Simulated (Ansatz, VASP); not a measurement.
# BeSi: VASP beside Ansatz

Aim: how closely do two programs agree when they are given the same cell, functional and k mesh? The cell is generated by rule, not measured, and may not be a known phase. The cell is taken from a series of runs on this material, whose earlier steps may have relaxed, scaled, displaced or heated it; both programs get it as it stands.

Program: Ansatz 0.2.0. Level of theory: plane waves, with VASP 6.6.1 beside it; relaxation of cell and atoms at PBEsol. Results are calculated unless marked as measured.

The structure was built from a prototype and need not be the compound's stable phase.

## (1) The structure

It takes space group Cmcm (No. 63, orthorhombic). Conventional cell: a = 3.342 Å, b = 8.050 Å, c = 3.401 Å, α = 90.00°, β = 90.00°, γ = 90.00°. Nearest to Be lie 2 Be at 2.11 Å and 7 Si at 2.30 to 2.43 Å. Nearest to Si lie 7 Be at 2.30 to 2.43 Å. Farther neighbours are not listed.

## (2) Ansatz: relaxation of cell and atoms, PBEsol, pair 1

Ansatz runs on its default PAW (the set named soft_2) files.

The relaxed volume is the usual yardstick between codes: in a stiff, nearly cubic crystal its relative difference is about their pressure difference at one cell divided by the bulk modulus.

Contents of input.yaml:

```yaml
crystal:
  lattice:
    - [1.6711044401, -4.0248330093, 0.0]
    - [1.6711044401, 4.0248330093, 0.0]
    - [0.0, 0.0, 3.4007682884]
  atoms:
    - { symbol: Be, position: [0.9219559905, 0.0780440095, 0.25] }
    - { symbol: Be, position: [0.0780440095, 0.9219559905, 0.75] }
    - { symbol: Si, position: [0.6357003626, 0.3642996374, 0.25] }
    - { symbol: Si, position: [0.3642996374, 0.6357003626, 0.75] }
kpoints:
  mp_grid: { grid: [12, 12, 12] }
hamiltonian:
  xc: pbesol
scf:
  occupations: { method: methfessel_paxton, width: 0.15 }
output:
  forces: true
  stress: true
  eigenvalues: true
relax:
  adjacent_minimum: "off"
  f_tol: 0.001
  max_steps: 60
  cell: { stress_tol: 0.01 }
```

Command:

```sh
> ansatz run input.yaml --threads 8 --pin off --max-ram 14336MiB --backend cpu --events-out ev --progress --plain --runs-dir out
```

Numbers of over 12 decimals in the logs are rounded to 6 here.

Log:

```text
Engine: ansatz 0.2.0, aarch64-unknown-linux-gnu
Pseudopotentials: kind: paw
Pseudopotential: Be, paw, valence charge 2, recommended cutoff 420 eV (normal), Be.paw.azcp
Pseudopotential: Si, paw, valence charge 4, recommended cutoff 420 eV (normal), Si.paw.azcp
Functional definition: PBEsol
  exchange = pbesol_x
  correlation = pbesol_c
Crystal: 4 atoms, lattice volume = 45.747 Å³
Basis set: ecut = 420 eV, 923 PW (Γ), exchange–correlation on 60×60×48 points (8 copies of the dense FFT grid, shifted against one another)
Bands: 10, of which v1, the nominal top of the filled ones, is band 6 counted from 1 (5 counted from 0)
Symmetry: 8 space group operations
Space group: Cmcm (ITA 63), of the structure as read, at distance tolerance 3.6e-5 Å
k-points: 301 of 1728
Non-local potential: Be, projectors of the file, l = 0: 2, l = 1: 2, l = 2: 1
Non-local potential: Si, projectors of the file, l = 0: 2, l = 1: 2, l = 2: 2
PAW form: soft (Blöchl's): semilocal exchange-correlation on the pseudo side does not see the compensation charge
PAW frozen core: Be, regenerated for the run's functional, and the local potential with it (the file was generated under x = pbe(κ = 0.804, μ = 0.219515), c = pbe(β = 0.066725))
PAW frozen core: Si, regenerated for the run's functional, and the local potential with it (the file was generated under x = pbe(κ = 0.804, μ = 0.219515), c = pbe(β = 0.066725))
PAW one-centre angular grid: Be, 110 points (default); XC on 64 Gauss nodes
PAW one-centre angular grid: Si, 110 points (default); XC on 64 Gauss nodes
Initial density: superposition of atomic densities (neutral atoms: chi_scale 0, normalization atom), corrected by the library's trained network
Initial wavefunctions: pseudopotential atomic-orbital guess
Functional: x = pbesol(κ = 0.804, μ = 0.123457), c = pbesol(β = 0.046)
SCF iter   1: F=—  HF=-1422.592431 eV  |F-HF|=—  |Δ(HF+E_count)|=         —  Δρ=2.52e-3  dr2=3.30e-3  ethr=1.77e-3  ⟨swp⟩=5.0  Hψ=21776  notcnv=0
preconditioner: auto → none  [metal: Δε(μ)=0.026 eV  Ē_g=8.384 eV  σ=0.150 eV  W_gap=0.14  n_scr=8 (ndim 8)  ℏωp=19.0 eV  f_vac=0.000  D(μ)=1.09/eV (n_scr^D=8)  sad-step TF]
SCF iter   2: F=—  HF=-1422.591783 eV  |F-HF|=—  |Δ(HF+E_count)|=   6.49e-4  S|Δr|=    0.00e0  Δρ=1.54e-3  dr2=1.27e-3  ethr=2.75e-5  ⟨swp⟩=1.1  Hψ=5541  notcnv=0
SCF iter   3: F=—  HF=-1422.591390 eV  |F-HF|=—  |Δ(HF+E_count)|=   3.93e-4  S|Δr|=    0.00e0  Δρ=3.49e-4  dr2=1.07e-4  ethr=1.06e-5  ⟨swp⟩=2.6  Hψ=4795  notcnv=0
SCF iter   4: F=—  HF=-1422.591353 eV  |F-HF|=—  |Δ(HF+E_count)|=   3.69e-5  S|Δr|=    0.00e0  Δρ=1.05e-4  dr2=5.54e-6  ethr=8.93e-7  ⟨swp⟩=2.5  Hψ=4787  notcnv=0
SCF iter   5: F=—  HF=-1422.591356 eV  |F-HF|=—  |Δ(HF+E_count)|=   2.39e-6  S|Δr|=    0.00e0  Δρ=3.29e-5  dr2=1.24e-6  ethr=4.62e-8  ⟨swp⟩=2.1  Hψ=4692  notcnv=0
SCF iter   6: F=—  HF=-1422.591355 eV  |F-HF|=—  |Δ(HF+E_count)|=   3.45e-7  S|Δr|=    0.00e0  Δρ=1.81e-5  dr2=2.54e-7  ethr=1.03e-8  ⟨swp⟩=2.2  Hψ=4311  notcnv=0
SCF iter   7: F=-1422.591355 eV  HF=-1422.591355 eV  |F-HF|=2.11e-9  |Δ(HF+E_count)|=   9.00e-8  S|Δr|=    0.00e0  Δρ=2.41e-6  dr2=3.57e-9  ethr=8.33e-10  ⟨swp⟩=4.4  Hψ=10399  notcnv=0
SCF 1 converged in 7 iterations: F = -1422.591355 eV  dr2 = 3.57e-9
  greatest PAW one-centre occupation: 0.660 electrons in one spin orbital (limit 2), on the Si atom at site 3 (counted from 0), in its partial waves of l = 0
relax step   1: F+E_penalty+E_count = -1422.59135512 eV  Δ(F+E_penalty+E_count) = +0.000e0 eV  max|allowed force component| = 2.170e-2 eV/Å  Δτ_max = 0.0000 Å  P = +0.048 GPa  Ω = 45.747 Å³  (7 SCF iters, dr2 threshold 1.00e-7 eV, accepted)
[...]
relax step   2: F+E_penalty+E_count = -1422.59213063 eV  Δ(F+E_penalty+E_count) = -7.755e-4 eV  max|allowed force component| = 2.083e-2 eV/Å  Δτ_max = 0.0031 Å  P = -0.027 GPa  Ω = 45.809 Å³  energy of the carried Pulay correction = -1.144e-5 eV  (3 SCF iters, dr2 threshold 4.00e-7 eV, accepted)
[...]
relax step   3: F+E_penalty+E_count = -1422.59249110 eV  Δ(F+E_penalty+E_count) = -3.605e-4 eV  max|allowed force component| = 5.917e-3 eV/Å  Δτ_max = 0.0041 Å  P = +0.050 GPa  Ω = 45.829 Å³  energy of the carried Pulay correction = -1.523e-5 eV  (4 SCF iters, dr2 threshold 3.11e-7 eV, accepted)
[...]
relax step   4: F+E_penalty+E_count = -1422.59249942 eV  Δ(F+E_penalty+E_count) = -8.317e-6 eV  max|allowed force component| = 6.067e-3 eV/Å  Δτ_max = 0.0006 Å  P = +0.008 GPa  Ω = 45.849 Å³  energy of the carried Pulay correction = -1.886e-5 eV  (4 SCF iters, dr2 threshold 2.42e-8 eV, accepted)
[...]
relax step   5: F+E_penalty+E_count = -1422.59250301 eV  Δ(F+E_penalty+E_count) = -3.597e-6 eV  max|allowed force component| = 6.873e-4 eV/Å  Δτ_max = 0.0007 Å  P = -0.001 GPa  Ω = 45.854 Å³  energy of the carried Pulay correction = -1.985e-5 eV  (4 SCF iters, dr2 threshold 2.30e-9 eV, accepted)
[...]
relax step   6: F+E_penalty+E_count = -1422.59252729 eV  Δ(F+E_penalty+E_count) = -2.428e-5 eV  max|allowed force component| = 6.861e-4 eV/Å  Δτ_max = 0.0000 Å  P = +0.000 GPa  Ω = 45.854 Å³  stress off target by 7.67e-3 GPa  SCF on the basis re-selected at this cell (its energy is not comparable with the rows above)  (6 SCF iters)
basis re-selected at this cell: Δ(F+E_penalty+E_count) = -2.428e-5 eV, ΔP = +0.001 GPa vs the last step (what re-selecting the basis moved, of the pressure what is left beyond the Pulay correction that the steps carried, after the strain that the cell walked since its last selection, with what the two solves' SCF thresholds leave and, on support functions, any second-order correction that the steps lacked; it is no m [...]
SCF converged after 6 iterations
Stability not checked: this state was not tested for a lower state beside it, because cold or Methfessel-Paxton smearing, or corrected tetrahedra, fill the levels in a way that the test cannot read (fill_not_monotonic; see scf.lower_state_search)
Free energy (F): -1422.592527 eV
Harris-Foulkes:  -1422.592527 eV  (|F-HF|=4.55e-13)
Internal energy: -1422.592701 eV  (E = F + TS)
E sigma→0 (E₀):  -1422.592571 eV
Entropy (-TS):   0.000174 eV (0.043 meV/atom)
Fermi energy:    9.451367 eV
Step filling:    the computed levels leave a gap of 0.0273 eV = 0.2 smearing widths at the electron count; against every level under it full and every level over it empty, smearing changes F+E_penalty+E_count by +0.229 meV and its σ→0 estimate by +0.186 meV
--- Per-component energies (eV) ---
  E_band       = 47.398203
  E_kinetic    = 124.114537
  E_local      = 1.988388  (includes V_loc(G=0)·N_el)
  E_nonlocal   = 60.126170
  E_hartree    = 2.813057
  E_xc         = -150.401737
  E_vxc        = -137.561891  (∫ρ·V_xc dr)
  E_paw        = -1111.505640  (= ΣΔE_a)
  E_vpaw       = -6.895128  (= ΣTr[D̂ρ^β])
  E_aug_tail   = 0.000013  (compensation charges beyond the density's cutoff)
  E_ewald      = -349.809674
  E_core_change = 0.082184  (= ΣΔE_core)
  E_smearing   = 0.000174  (= −TS)
  E_closure    = -0.000000  (closes the sum)
  Σ components = -1422.592527   (vs F -1422.592527, Δ=0.00e0)
--- Forces (eV/Å), atoms counted from 1 ---
  atom   1  Be     0.00000000     0.00068611    -0.00000000
  atom   2  Be     0.00000000    -0.00068611     0.00000000
  atom   3  Si     0.00000000     0.00013224     0.00000000
  atom   4  Si     0.00000000    -0.00013224    -0.00000000
  max |Σ_I F_I| component: 2.17e-19 eV/Å
--- Stress (GPa, compression-positive) ---
        0.002726       0.000000      -0.000000
        0.000000      -0.007670       0.000000
       -0.000000       0.000000       0.005105
  P = ⅓ Tr σ = 0.0001 GPa (0.001 kbar)
--- Band table (eV; the first three rows and the last of 301) ---
  k-point 0: bands = ["-3.9274", "3.9456", "4.5801", "6.1414", "7.8428", "9.5301", "9.7180", "11.2015", "11.8801", "13.9812"]
  k-point 1: bands = ["-3.8481", "4.0206", "4.3297", "5.8380", "7.9260", "9.7985", "9.9341", "11.4765", "11.7867", "13.7574"]
  k-point 2: bands = ["-3.6105", "3.4273", "4.2445", "5.7081", "8.1754", "10.0397", "10.0434", "11.4119", "12.6873", "13.3986"]
  k-point 300: bands = ["0.0899", "0.0899", "2.1282", "2.1282", "9.4616", "9.4616", "12.1653", "12.1653", "16.7321", "16.7321"]
--- Relaxed structure (5 steps of the walk, 5 accepted, 1 SCFs on fresh bases) ---
  F+E_penalty+E_count = -1422.59252729 eV   max|allowed force component| = 6.861e-4 eV/Å   (the final SCF, on the basis selected at the relaxed cell)
  cell:  # Å, volume = 45.8543 Å³
    - [1.677702, -4.003719, -7.07498812133898e-19]
    - [1.677702, 4.003719, -7.074988121339778e-19]
    - [-1.4397900374448089e-18, 0, 3.413279]
  atoms:
    - { symbol: Be, position: [0.921935, 0.078065, 0.25] }
    - { symbol: Be, position: [0.078065, 0.921935, 0.75] }
    - { symbol: Si, position: [0.634691, 0.365309, 0.25] }
    - { symbol: Si, position: [0.365309, 0.634691, 0.75] }
```

## (3) VASP: relaxation of cell and atoms, PBEsol, pair 1

The same cell, functional, mesh and smearing now go to VASP, with its own data sets.

Lines of VASP's logs that name or quote its potential files are left out, and so is its time.

Contents of INCAR:

```
SYSTEM = BeSi
PREC = Accurate
ENCUT = 600
EDIFF = 1E-07
NELM = 120
ISMEAR = 1
SIGMA = 0.15
LREAL = .FALSE.
ALGO = Normal
GGA = PS
NBANDS = 12
LORBIT = 11
LWAVE = .FALSE.
LCHARG = .FALSE.
ISIF = 3
IBRION = 2
NSW = 80
EDIFFG = -0.005
LASPH = .TRUE.
GGA_COMPAT = .FALSE.
NELMIN = 4
KPAR = 2
```

Contents of POSCAR:

```
BeSi
1.0
    1.6711040000     -4.0248330000      0.0000000000
    1.6711040000      4.0248330000      0.0000000000
    0.0000000000      0.0000000000      3.4007680000
Be Si
2 2
Direct
    0.9219560166      0.0780439834      0.2500000000
    0.0780439834      0.9219560166      0.7500000000
    0.6357004129      0.3642995871      0.2500000000
    0.3642995871      0.6357004129      0.7500000000
```

Contents of KPOINTS:

```
Automatic mesh
0
Gamma
12 12 12
0 0 0
```

PAW data sets: Be and Si (PBE family, release 64).

Command:

```sh
> mpirun -np 2 vasp_std
```

Log:

```text
[banner, memory and clock lines left out]
running    2 mpi-ranks, on    1 nodes
 distrk:  each k-point on    1 cores,    2 groups
 distr:  one band on    1 cores,    1 groups

 POSCAR found type information on POSCAR BeSi
 POSCAR found :  2 types and       4 ions
|                                                                             |
|               ----> ADVICE to this user running VASP <----                  |
|                                                                             |
|     You enforced a specific xc type in the INCAR file but a different       |
|     [... a line on the potential file left out ...]
|     I HOPE YOU KNOW WHAT YOU ARE DOING!                                     |
|                                                                             |

 LDA part: xc-table for (Slater+PW92), standard interpolation
 POSCAR, INCAR and KPOINTS ok, starting setup
 FFT: planning ... GRIDC
 FFT: planning ... GRID_SOFT
 FFT: planning ... GRID
 WAVECAR not read
 entering main loop
       N       E                     dE             d eps       ncg     rms          rms(c)
DAV:   1     0.121344173099E+02    0.12134E+02   -0.53448E+03  7224   0.947E+02
DAV:   2    -0.176645996957E+02   -0.29799E+02   -0.27835E+02  9084   0.135E+02
DAV:   3    -0.188693847826E+02   -0.12048E+01   -0.11844E+01 10348   0.236E+01
DAV:   4    -0.188817599507E+02   -0.12375E-01   -0.12352E-01  8940   0.251E+00
DAV:   5    -0.188819089370E+02   -0.14899E-03   -0.14897E-03  9816   0.273E-01    0.511E+00
DAV:   6    -0.184508583283E+02    0.43105E+00   -0.74046E-01  8736   0.445E+00    0.269E+00
DAV:   7    -0.183991883378E+02    0.51670E-01   -0.26081E-01  9748   0.281E+00    0.640E-01
DAV:   8    -0.183969727437E+02    0.22156E-02   -0.15158E-02  8456   0.806E-01    0.224E-01
DAV:   9    -0.183965076840E+02    0.46506E-03   -0.85709E-04  9128   0.203E-01    0.859E-02
DAV:  10    -0.183964895584E+02    0.18126E-04   -0.11457E-04  8720   0.721E-02    0.304E-02
DAV:  11    -0.183964906950E+02   -0.11366E-05   -0.75517E-06  9612   0.196E-02    0.143E-02
DAV:  12    -0.183964890078E+02    0.16872E-05   -0.54202E-06  8672   0.114E-02    0.259E-03
DAV:  13    -0.183964889629E+02    0.44948E-07   -0.17498E-07  7616   0.309E-03
   1 F= -.18396489E+02 E0= -.18396414E+02  d E =-.183965E+02
[...]
2 F= -.18397258E+02 E0= -.18397249E+02  d E =-.769117E-03
[...]
3 F= -.18397448E+02 E0= -.18397490E+02  d E =-.959098E-03
[...]
4 F= -.18397735E+02 E0= -.18397797E+02  d E =-.287399E-03
[...]
5 F= -.18397769E+02 E0= -.18397836E+02  d E =-.320747E-03
[...]
6 F= -.18397815E+02 E0= -.18397873E+02  d E =-.459796E-04
[...]
7 F= -.18397823E+02 E0= -.18397872E+02  d E =-.540652E-04
 curvature:  -1.09 expect dE=-0.327E-04 dE for cont linesearch -0.424E-06
 trial: gam= 0.67714 g(F)=  0.108E-04 g(S)=  0.191E-04 ort =-0.471E-05 (trialstep = 0.148E+01)
 search vector abs. value=  0.498E-04
 bond charge predicted
       N       E                     dE             d eps       ncg     rms          rms(c)
DAV:   1    -0.183978507968E+02   -0.27908E-04   -0.88364E-04  7588   0.192E-01    0.985E-03
DAV:   2    -0.183978479789E+02    0.28179E-05   -0.23679E-05  9624   0.329E-02    0.495E-03
DAV:   3    -0.183978473458E+02    0.63305E-06   -0.27144E-06  9020   0.101E-02    0.162E-03
DAV:   4    -0.183978473396E+02    0.62246E-08   -0.25500E-07  8328   0.366E-03
   8 F= -.18397847E+02 E0= -.18397901E+02  d E =-.244665E-04
 trial-energy change:   -0.000024  1 .order   -0.000024   -0.000040   -0.000009
 step:   1.9114(harm=  1.9114)  dis= 0.00160  next Energy=   -18.397848 (dE=-0.256E-04)
 reached required accuracy - stopping structural energy minimisation
```

From OUTCAR (step 3):

```text
ion  position               nearest neighbor table
   1  0.922  0.078  0.250-   2 2.11   2 2.11   3 2.30   3 2.40   3 2.40   4 2.43   4 2.43   4 2.43
                             4 2.43
   2  0.078  0.922  0.750-   1 2.11   1 2.11   4 2.30   4 2.40   4 2.40   3 2.43   3 2.43   3 2.43
                             3 2.43
   3  0.636  0.364  0.250-   1 2.30   1 2.40   1 2.40   2 2.43   2 2.43   2 2.43   2 2.43   4 2.77
                             4 2.77   4 3.01   4 3.01   4 3.01   4 3.01
   4  0.364  0.636  0.750-   2 2.30   2 2.40   2 2.40   1 2.43   1 2.43   1 2.43   1 2.43   3 2.77
                             3 2.77   3 3.01   3 3.01   3 3.01   3 3.01

  LATTYP: Found a base centered orthorhombic cell.
 ALAT       =     3.3422080000
 B/A-ratio  =     2.4084874430
 C/A-ratio  =     1.0175213512

 Subroutine GETGRP returns: Found  8 space group operations
 (whereof  4 operations were pure point group operations)

The static configuration has the point symmetry C_2h.
 The point group associated with its full space group is D_2h.

 Found    301 irreducible k-points:

   k-points           NKPTS =    301   k-points in BZ     NKDIM =    301   number of bands    NBANDS=     12

   dimension x,y,z NGX =    36 NGY =   36 NGZ =   28
   dimension x,y,z NGXF=    72 NGYF=   72 NGZF=   56

   ENCUT  =  600.0 eV  44.10 Ry    6.64 a.u.   8.70  8.70  6.79*2*pi/ulx,y,z

   NELECT =      12.0000    total number of electrons

 k-points in reciprocal lattice and weights: Automatic mesh
   0.00000000  0.00000000  0.00000000       0.001
   0.08333333  0.00000000  0.00000000       0.002
   0.16666667  0.00000000  0.00000000       0.002
   0.25000000  0.00000000  0.00000000       0.002
   0.33333333  0.00000000  0.00000000       0.002
   0.41666667  0.00000000  0.00000000       0.002
   0.50000000  0.00000000  0.00000000       0.001
   0.08333333  0.08333333  0.00000000       0.001
   0.16666667  0.08333333  0.00000000       0.002
[...]
-0.41666667  0.41666667  0.50000000       0.001
   0.50000000  0.50000000  0.50000000       0.001

 average (electrostatic) potential at core
       1 -31.3349       2 -31.3349       3 -80.9350       4 -80.9350

 E-fermi :   8.7022

 k-point     1 :       0.0000    0.0000    0.0000
  band No.  band energies     occupation
      1      -4.6627      2.00000
      2       3.2033      2.00000
      3       3.8351      2.00000
      4       5.3933      2.00000
      5       7.0951      2.00000
      6       8.7780      0.25394
      7       8.9714     -0.02927
      8      10.4482     -0.00000
      9      11.1304     -0.00000
     10      13.2193      0.00000
    ...

 k-point     2 :       0.0833    0.0000    0.0000
  band No.  band energies     occupation
    ...
      2       2.8727      2.00000
      3       4.3348      2.00000
      4       5.4921      2.00000
      5       6.3809      2.00000
      6       7.7070      2.00000
      7       9.1295     -0.00043
      8      11.4784     -0.00000
      9      11.9893      0.00000
     10      13.0969      0.00000
     11      15.3330      0.00000
    ...

 k-point     3 :       0.1667    0.0000    0.0000
  band No.  band energies     occupation
    ...
      2       2.4928      2.00000
      3       4.9259      2.00000
      4       5.1906      2.00000
      5       5.7883      2.00000
      6       6.4717      2.00000
      7       9.3311     -0.00000
      8      12.8855      0.00000
      9      12.9214      0.00000
     10      13.6098      0.00000
     11      14.8109      0.00000
    ...

  Total        0.0057386     -0.0160080     -0.0076247      0.0000000      0.0000000      0.0000000
  in kB        0.2000073     -0.5579237     -0.2657430      0.0000000      0.0000000      0.0000000
  external PRESSURE =      -0.2078865 kB  Pullay stress =       0.0000000 kB

  energy-cutoff  :      600.00
  volume of cell :       45.97
      direct lattice vectors                 reciprocal lattice vectors
     1.678981641 -4.006789043 -0.000000000     0.297799564 -0.124788202  0.000000000
     1.678981641  4.006789043  0.000000000     0.297799564  0.124788202 -0.000000000
     0.000000000  0.000000000  3.416645769     0.000000000 -0.000000000  0.292684717

 POSITION                                       TOTAL-FORCE (eV/Angst)
 -----------------------------------------------------------------------------------
      1.67898     -3.38020      0.85416         0.000000      0.001862      0.000000
      1.67898      3.38020      2.56248         0.000000     -0.001862     -0.000000
      1.67898     -1.07813      0.85416         0.000000     -0.000857     -0.000000
      1.67898      1.07813      2.56248         0.000000      0.000857      0.000000
 -----------------------------------------------------------------------------------
    total drift:                               -0.000000      0.000000      0.000000

  FREE ENERGIE OF THE ION-ELECTRON SYSTEM (eV)
  ---------------------------------------------------
  free  energy   TOTEN  =       -18.3978473396 eV

  energy  without entropy=      -18.3980097019  energy(sigma->0) =      -18.39790146

 reached required accuracy - stopping structural energy minimisation

 total charge
# of ion       s       p       d       tot
------------------------------------------
    1        0.418   0.732   0.000   1.150
    2        0.418   0.732   0.000   1.150
    3        0.800   0.789   0.000   1.589
    4        0.800   0.789   0.000   1.589
--------------------------------------------------
tot          2.435   3.043   0.000   5.477

[... 3 further parts left out ...]
```

## (4) Side by side

Known differences besides the potentials themselves: the cutoff is 420 eV in Ansatz and 600 eV in VASP; Ansatz makes its cores anew for this functional, VASP keeps those of its PBE data sets; Ansatz adds a Pulay correction to the stress that steers its cell, VASP none. Total energies have different zeros and are not compared.

Both answers:

```csv
quantity,Ansatz,VASP,difference
volume (Å³),45.85,45.97,-0.25 %
"edge a after relaxation, in the typed setting (Å)",4.341,4.344,-0.08 %
"edge c after relaxation, in the typed setting (Å)",3.413,3.417,-0.10 %
```

[end of part 1 of 2]

[Lines on the potential files, build, host, timing and source positions are cut from VASP's logs without a mark.]

[Logs are printed without paths, hosts, clocks, repeated set-up lines and the standing remarks that a program may print on its own settings, such as how far it seeks lower states.]

[Hosts, paths, dates, database ids (printed as entryN), source tags and the programs' standing remarks are cut or masked in the printed files.]
